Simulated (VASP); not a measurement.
Input:

```
Cu2O
1.0
    4.27428     0.00000     0.00000
    0.00000     4.27428     0.00000
    0.00000     0.00000     4.27428
Cu O
4 2
Cartesian
  3.20571   1.06857   3.20571
  1.06857   3.20571   3.20571
  3.20571   3.20571   1.06857
  1.06857   1.06857   1.06857
  0.00000   0.00000   0.00000
  2.13714   2.13714   2.13714
```

Level of theory: RPBE GGA, VASP's PBE PAW potentials (set 64) (plane waves; VASP). Settings: 520 eV cut-off, 5×5×5 Γ-centred mesh, Gaussian smearing of 0.050 eV, potentials Cu O.

### Question
Give the stress tensor in GPa (positive for a compressed cell).

### Answer

```
7.00  0.00  0.00
0.00  7.00  0.00
0.00  0.00  7.00
```
The pressure is its mean diagonal, 7.00 GPa.

The compound is Cu2O in the cuprite structure. This cell is one point of a volume scan, at 0.94 of the reference volume.
